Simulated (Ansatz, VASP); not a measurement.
# Zr2CO2 in two plane-wave programs

One calculation is typed for both programs; each brings its own data sets. How far apart do they land? The structure shown is frame 73 of Ansatz's trajectory.

Program: Ansatz 0.2.0. Level of theory: plane waves, with VASP 6.6.1 beside it; single point at RPBE with D4. Results are calculated unless marked as measured.

## 1. Starting point

The cell holds 70 atoms: 14 C, 28 Zr and 28 O. Its edges and angles: a = 8.757 Å, b = 8.757 Å, c = 26.080 Å, α = 90.0°, β = 90.0°, γ = 120.0°. It derives from Zr2CO2 (Zr2CO2 MXene). As first built, before any earlier steps moved the atoms (in the runner's words): Zr2CO2 MXene (a = 3.31 A) under Zr2CO2 MXene (a = 3.31 A), bilayer, commensurate cell of 7 unit cells a layer, twist 38.21 deg; facing atoms 2.88 A apart;; flat layers, displaced by a Gaussian of 0.01 A. Vacuum lies along c.

## 2. Ansatz: dynamics, RPBE with D4

Ansatz runs on its default PAW (the set named soft_2) files.

One frame of this run of dynamics is then solved in both programs, so the motion causes no difference.

input.yaml

```yaml
crystal:
  lattice:
    - [8.7574, 0.0, 0.0]
    - [-4.3787, 7.58413, 0.0]
    - [0.0, 0.0, 26.08]
  atoms:
    - { symbol: C, position: [0.00189, 0.00133, 0.35697] }
    - { symbol: Zr, position: [0.18967, 0.23873, 0.40905] }
    - { symbol: Zr, position: [0.23769, 0.04654, 0.30425] }
    - { symbol: O, position: [0.23706, 0.04875, 0.44412] }
    - { symbol: O, position: [0.18888, 0.23802, 0.26748] }
    - { symbol: C, position: [0.14179, 0.42851, 0.35612] }
    - { symbol: Zr, position: [0.33451, 0.66783, 0.40874] }
    - { symbol: Zr, position: [0.38188, 0.47526, 0.30355] }
    - { symbol: O, position: [0.38042, 0.47542, 0.44462] }
    - { symbol: O, position: [0.33378, 0.66613, 0.26826] }
    - { symbol: C, position: [0.28951, 0.86059, 0.35608] }
    - { symbol: Zr, position: [0.47645, 0.09567, 0.40835] }
    - { symbol: Zr, position: [0.5231, 0.90727, 0.30457] }
    - { symbol: O, position: [0.52387, 0.904, 0.44504] }
    - { symbol: O, position: [0.47624, 0.0969, 0.26731] }
    - { symbol: C, position: [0.42885, 0.28734, 0.35657] }
    - { symbol: Zr, position: [0.61929, 0.5236, 0.4089] }
    - { symbol: Zr, position: [0.66713, 0.33364, 0.30375] }
    - { symbol: O, position: [0.66658, 0.33279, 0.44519] }
    - { symbol: O, position: [0.61916, 0.52475, 0.26797] }
    - { symbol: C, position: [0.57193, 0.71503, 0.35641] }
    - { symbol: Zr, position: [0.76176, 0.95366, 0.4098] }
    - { symbol: Zr, position: [0.80965, 0.76376, 0.30345] }
    - { symbol: O, position: [0.80925, 0.76028, 0.44456] }
    - { symbol: O, position: [0.7624, 0.95308, 0.26923] }
    - { symbol: C, position: [0.71303, 0.14236, 0.35684] }
    - { symbol: Zr, position: [0.90815, 0.38366, 0.409] }
    - { symbol: Zr, position: [0.95219, 0.19012, 0.30376] }
    - { symbol: O, position: [0.95166, 0.1903, 0.44476] }
    - { symbol: O, position: [0.90325, 0.38175, 0.2685] }
    - { symbol: C, position: [0.85595, 0.57092, 0.35706] }
    - { symbol: Zr, position: [0.04778, 0.80603, 0.40927] }
    - { symbol: Zr, position: [0.09487, 0.61831, 0.30341] }
    - { symbol: O, position: [0.09439, 0.61969, 0.44484] }
    - { symbol: O, position: [0.05047, 0.81161, 0.26802] }
    - { symbol: C, position: [0.74078, 0.74123, 0.64339] }
    - { symbol: Zr, position: [0.50249, 0.55071, 0.69492] }
    - { symbol: Zr, position: [0.55019, 0.78795, 0.59072] }
    - { symbol: O, position: [0.54738, 0.78893, 0.73178] }
    - { symbol: O, position: [0.50322, 0.55131, 0.55495] }
    - { symbol: C, position: [0.59821, 0.0293, 0.64343] }
    - { symbol: Zr, position: [0.35877, 0.83928, 0.69662] }
    - { symbol: Zr, position: [0.40685, 0.07422, 0.59162] }
    - { symbol: O, position: [0.4049, 0.07423, 0.7319] }
    - { symbol: O, position: [0.35848, 0.83759, 0.55522] }
    - { symbol: C, position: [0.31127, 0.59844, 0.64317] }
    - { symbol: Zr, position: [0.07179, 0.40785, 0.69595] }
    - { symbol: Zr, position: [0.12214, 0.64608, 0.59079] }
    - { symbol: O, position: [0.12098, 0.64365, 0.73164] }
    - { symbol: O, position: [0.07367, 0.40787, 0.55445] }
    - { symbol: C, position: [0.45414, 0.31291, 0.64347] }
    - { symbol: Zr, position: [0.21769, 0.12602, 0.69591] }
    - { symbol: Zr, position: [0.26267, 0.35914, 0.59104] }
    - { symbol: O, position: [0.26448, 0.36002, 0.73249] }
    - { symbol: O, position: [0.21586, 0.12142, 0.55518] }
    - { symbol: C, position: [0.16707, 0.8821, 0.64344] }
    - { symbol: Zr, position: [0.92962, 0.69302, 0.69639] }
    - { symbol: Zr, position: [0.97668, 0.93076, 0.59115] }
    - { symbol: O, position: [0.97985, 0.93226, 0.7313] }
    - { symbol: O, position: [0.92756, 0.69176, 0.55527] }
    - { symbol: C, position: [0.88246, 0.45448, 0.64291] }
    - { symbol: Zr, position: [0.64759, 0.26554, 0.69635] }
    - { symbol: Zr, position: [0.69439, 0.50554, 0.59008] }
    - { symbol: O, position: [0.68974, 0.50428, 0.73219] }
    - { symbol: O, position: [0.64553, 0.2662, 0.55549] }
    - { symbol: C, position: [0.0264, 0.17191, 0.64298] }
    - { symbol: Zr, position: [0.78769, 0.97802, 0.69539] }
    - { symbol: Zr, position: [0.83477, 0.21686, 0.59143] }
    - { symbol: O, position: [0.83638, 0.21756, 0.73222] }
    - { symbol: O, position: [0.78631, 0.97927, 0.55454] }
kpoints:
  mp_grid: { grid: [1, 1, 1] }
hamiltonian:
  xc: rpbe
  dispersion: d4
scf:
  occupations: { method: gaussian, width: 0.025 }
output:
  forces: true
md:
  timestep: 1.0
  n_steps: 220
  ensemble: nve
  temperature: 600
  initial_velocities: maxwell_boltzmann
  seed: 8834
```

Started as:

```
$ ansatz run input.yaml --threads 4 --pin off --max-ram 8192MiB --backend cpu --events-out ev --progress --plain --runs-dir out
```

Numbers of over 12 decimals in the logs are rounded to 6 here.

What it wrote:

```text
Warning: md: disabling space-group detection — thermal motion breaks the input geometry's symmetry, so no spatial operation reduces the k-mesh or symmetrises the density; time reversal is kept, so that k and −k are solved as one point where they differ and the mesh holds both, and exact exchange and, on two spinor components, a DFT+U term hold to it where the run has them: on two components no moment then forms, and  [...]
Engine: ansatz 0.2.0, aarch64-unknown-linux-gnu
Pseudopotentials: kind: paw
Pseudopotential: C, paw, valence charge 4, recommended cutoff 420 eV (normal), C.paw.azcp
Pseudopotential: Zr, paw, valence charge 12, recommended cutoff 420 eV (normal), Zr.paw.azcp
Pseudopotential: O, paw, valence charge 6, recommended cutoff 420 eV (normal), O.paw.azcp
Functional definition: RPBE
  parameter kappa = 0.804
  parameter beta = 0.066725
  exchange = rpbe_x(kappa = kappa, mu = beta*pi^2/3)
  correlation = pbe_c(beta = beta)
Crystal: 70 atoms, lattice volume = 1732.162 Å³
Basis set: ecut = 420 eV, 33921 PW (Γ), exchange–correlation on 120×120×360 points (8 copies of the dense FFT grid, shifted against one another)
Bands: 350, of which v1, the nominal top of the filled ones, is band 280 counted from 1 (279 counted from 0)
Symmetry: 1 space group operations
k-points: 1
Non-local potential: C, projectors of the file, l = 0: 2, l = 1: 2, l = 2: 1
Non-local potential: Zr, projectors of the file, l = 0: 3, l = 1: 2, l = 2: 2, l = 3: 2
Non-local potential: O, projectors of the file, l = 0: 2, l = 1: 2, l = 2: 1
PAW form: soft (Blöchl's): semilocal exchange-correlation on the pseudo side does not see the compensation charge
PAW frozen core: C, regenerated for the run's functional, and the local potential with it (the file was generated under x = pbe(κ = 0.804, μ = 0.219515), c = pbe(β = 0.066725))
PAW frozen core: Zr, regenerated for the run's functional, and the local potential with it (the file was generated under x = pbe(κ = 0.804, μ = 0.219515), c = pbe(β = 0.066725))
PAW frozen core: O, regenerated for the run's functional, and the local potential with it (the file was generated under x = pbe(κ = 0.804, μ = 0.219515), c = pbe(β = 0.066725))
PAW one-centre angular grid: C, 110 points (default); XC on 64 Gauss nodes
PAW one-centre angular grid: Zr, 590 points (default); XC on 64 Gauss nodes
PAW one-centre angular grid: O, 110 points (default); XC on 64 Gauss nodes
Initial density: superposition of atomic densities (neutral atoms: chi_scale 0, normalization atom), corrected by the library's trained network
Initial wavefunctions: pseudopotential atomic-orbital guess
Functional: x = rpbe, c = pbe(β = 0.066725)
SCF iter   1: F=—  HF=-136917.506862 eV  |F-HF|=—  |Δ(HF+E_count)|=         —  Δρ=4.77e-3  dr2=5.60e-1  ethr=1.77e-3  ⟨swp⟩=7.0  Hψ=1446  notcnv=0  defer=33
preconditioner: auto → Resta (q_TF=auto, 2.260 Å⁻¹)  ε∞=4.0  [insulator: Δε(μ)=1.697 eV  Ē_g=9.514 eV  σ=0.025 eV  W_gap=1.00  n_scr=348 (ndim 8)  ℏωp=16.4 eV  f_vac=0.455  D(μ)=0.00/eV (n_scr^D=0)  ε∞_Penn≈4.0  vacuum switching on, ρ_ref=6.6e-3 e/Å³]
SCF iter   2: F=—  HF=-136917.414427 eV  |F-HF|=—  |Δ(HF+E_count)|=   9.24e-2  Δρ=2.24e-3  dr2=7.05e-2  ethr=1.00e-4  ⟨swp⟩=2.0  Hψ=561  notcnv=0  defer=52
SCF iter   3: F=—  HF=-136917.413750 eV  |F-HF|=—  |Δ(HF+E_count)|=   6.77e-4  Δρ=1.17e-3  dr2=2.55e-2  ethr=1.26e-5  ⟨swp⟩=2.0  Hψ=456  notcnv=0  defer=52
SCF iter   4: F=—  HF=-136917.421000 eV  |F-HF|=—  |Δ(HF+E_count)|=   7.25e-3  Δρ=8.53e-4  dr2=2.61e-2  ethr=4.55e-6  ⟨swp⟩=3.0  Hψ=479  notcnv=0  defer=52
SCF iter   5: F=—  HF=-136917.418103 eV  |F-HF|=—  |Δ(HF+E_count)|=   2.90e-3  Δρ=1.65e-4  dr2=4.15e-4  ethr=4.55e-6  ⟨swp⟩=2.0  Hψ=449  notcnv=0  defer=52
SCF iter   6: F=—  HF=-136917.418418 eV  |F-HF|=—  |Δ(HF+E_count)|=   3.15e-4  Δρ=1.00e-4  dr2=2.35e-4  ethr=7.41e-8  ⟨swp⟩=3.0  Hψ=568  notcnv=0  defer=52
SCF iter   7: F=—  HF=-136917.418383 eV  |F-HF|=—  |Δ(HF+E_count)|=   3.51e-5  Δρ=4.07e-5  dr2=3.05e-5  ethr=4.20e-8  ⟨swp⟩=2.0  Hψ=452  notcnv=0  defer=52
SCF iter   8: F=—  HF=-136917.420022 eV  |F-HF|=—  |Δ(HF+E_count)|=   1.64e-3  Δρ=1.19e-5  dr2=2.82e-6  ethr=5.44e-9  ⟨swp⟩=2.0  Hψ=518  notcnv=0  defer=52
SCF iter   9: F=—  HF=-136917.420024 eV  |F-HF|=—  |Δ(HF+E_count)|=   2.29e-6  Δρ=8.17e-6  dr2=1.58e-6  ethr=5.03e-10  ⟨swp⟩=2.0  Hψ=466  notcnv=0  defer=52
SCF iter  10: F=—  HF=-136917.420024 eV  |F-HF|=—  |Δ(HF+E_count)|=   7.49e-8  Δρ=2.49e-6  dr2=1.26e-7  ethr=2.83e-10  ⟨swp⟩=2.0  Hψ=466  notcnv=0  defer=52
[...]
automatic band count: iteration 1 solves 325 bands in place of 350: the levels show a gap, and the empty bands left out lie too high to hold charge; the band table lists the bands solved (type scf.n_extra_bands for more)
md step   214: t =   214.00 fs  T =   300.6 K  F+E_penalty+E_count = -136914.74588704 eV  E_kin = 2.681115 eV  conserved = -136912.06477183 eV  (2 SCF iters, 5 dispersion substeps)
[...]
md step   215: t =   215.00 fs  T =   307.1 K  F+E_penalty+E_count = -136914.80369660 eV  E_kin = 2.738814 eV  conserved = -136912.06488232 eV  (4 SCF iters, 5 dispersion substeps)
[...]
md step   216: t =   216.00 fs  T =   313.6 K  F+E_penalty+E_count = -136914.86216693 eV  E_kin = 2.797173 eV  conserved = -136912.06499388 eV  (3 SCF iters, 5 dispersion substeps)
[...]
md step   217: t =   217.00 fs  T =   320.0 K  F+E_penalty+E_count = -136914.91948620 eV  E_kin = 2.854386 eV  conserved = -136912.06510066 eV  (3 SCF iters, 5 dispersion substeps)
[...]
md step   218: t =   218.00 fs  T =   326.1 K  F+E_penalty+E_count = -136914.97394197 eV  E_kin = 2.908748 eV  conserved = -136912.06519428 eV  (2 SCF iters, 5 dispersion substeps)
[...]
md step   219: t =   219.00 fs  T =   331.7 K  F+E_penalty+E_count = -136915.02399203 eV  E_kin = 2.958719 eV  conserved = -136912.06527285 eV  (3 SCF iters, 5 dispersion substeps)
[...]
md step   220: t =   220.00 fs  T =   336.7 K  F+E_penalty+E_count = -136915.06832143 eV  E_kin = 3.002984 eV  conserved = -136912.06533722 eV  (9 SCF iters, 5 dispersion substeps)
SCF converged after 9 iterations
Free energy (F): -136915.068321 eV
Harris-Foulkes:  -136915.068321 eV  (|F-HF|=9.49e-9)
Internal energy: -136915.068321 eV  (E = F + TS)
E sigma→0 (E₀):  -136915.068321 eV
Fermi energy:    4.787283 eV
--- Per-component energies (eV) ---
  E_band       = -7133.798639
  E_kinetic    = 15495.974945
  E_local      = -402962.964799  (includes V_loc(G=0)·N_el)
  E_nonlocal   = 3800.572947
  E_hartree    = 194325.555592
  E_xc         = -7328.394745
  E_vxc        = -8874.974184  (∫ρ·V_xc dr)
  E_paw        = -88720.517083  (= ΣΔE_a)
  E_vpaw       = -3243.573489  (= ΣTr[D̂ρ^β])
  E_aug_tail   = 0.068251  (compensation charges beyond the density's cutoff)
  E_ewald      = 148501.874050
  E_disp       = -24.271275  (pairwise vdW)
  E_core_change = -2.966203  (= ΣΔE_core)
  E_smearing   = -0.000000  (= −TS)
  E_closure    = 0.000000  (closes the sum)
  Σ components = -136915.068321   (vs F -136915.068321, Δ=0.00e0)
--- Forces (eV/Å), atoms counted from 1 ---
  atom   1  C      0.25787039    -0.26117180     0.35017210
  atom   2  Zr     0.45942870     0.11109723    -0.78987320
  atom   3  Zr     0.19684969     0.98791606     0.57918211
  atom   4  O      0.41352913    -1.09542763     0.43090774
  atom   5  O     -0.70096355     0.36025971     0.51499656
  atom   6  C     -0.70038778    -0.22188505     0.11580336
  atom   7  Zr     0.25445480     0.22561347    -0.35922427
  atom   8  Zr    -0.33331707    -0.81533543     0.73867048
  atom   9  O     -0.39367647     1.02689823     0.11325149
  atom  10  O     -0.13817285     0.39591839     0.24161376
  atom  11  C     -0.31578792    -0.98780956    -0.89462482
  atom  12  Zr     0.39928478     0.23057409    -0.52653784
  atom  13  Zr     0.51514877     1.30909986     0.15680765
  atom  14  O      0.58082583    -0.50133077     0.43334898
  atom  15  O     -0.04740646    -1.04577145     0.11167809
  atom  16  C      0.16606856     1.19227165    -0.38381446
  atom  17  Zr    -0.20830294    -0.64868120    -0.96786259
  atom  18  Zr    -1.43599291    -0.71568008     1.49809691
  atom  19  O      1.20623924    -0.43149762     0.20691588
  atom  20  O      0.00250139     0.15753876    -0.28683095
  atom  21  C      0.26324084    -0.94403482     0.10176335
  atom  22  Zr    -1.52662106     1.12422266    -0.84601425
  atom  23  Zr     0.22019748    -0.15325271     0.44647919
  atom  24  O      0.70038422     0.54156038     0.33163878
[...]
atom  63  Zr    -0.74226954     0.44894866     0.18634945
  atom  64  O     -0.27299314    -0.68208959     0.12379960
  atom  65  O      0.21280888    -0.17368955     0.08614239
  atom  66  C     -0.11831905     0.18617056     0.68139853
  atom  67  Zr     0.87659516     0.47100359    -0.84877684
  atom  68  Zr     0.42873338     0.21680802     0.42160755
  atom  69  O      0.28926301    -0.73753369    -0.59719177
  atom  70  O      0.16106283     0.14114427    -0.44183499
  max |Σ_I F_I| component: 3.15e-4 eV/Å
--- MD trajectory: 220 steps, t = 0.0 → 220.0 fs ---
  final state: T = 336.7 K   F+E_penalty+E_count = -136915.06832143 eV   E_kin = 3.002984 eV
  conserved energy: peak-to-peak 6.653e-3 eV (9.505e-5 eV/atom) over 220.0 fs
```

The column dr2 measures how far the density is from self-consistency, as an energy; F and HF (Harris–Foulkes) agree once it is small.

[end of part 1 of 2]

[Lines on the potential files, build, host, timing and source positions are cut from VASP's logs without a mark.]

[Logs are printed without paths, hosts, clocks, repeated set-up lines and the standing remarks that a program may print on its own settings, such as how far it seeks lower states.]

[Hosts, paths, dates, database ids (printed as entryN), source tags and the programs' standing remarks are cut or masked in the printed files.]
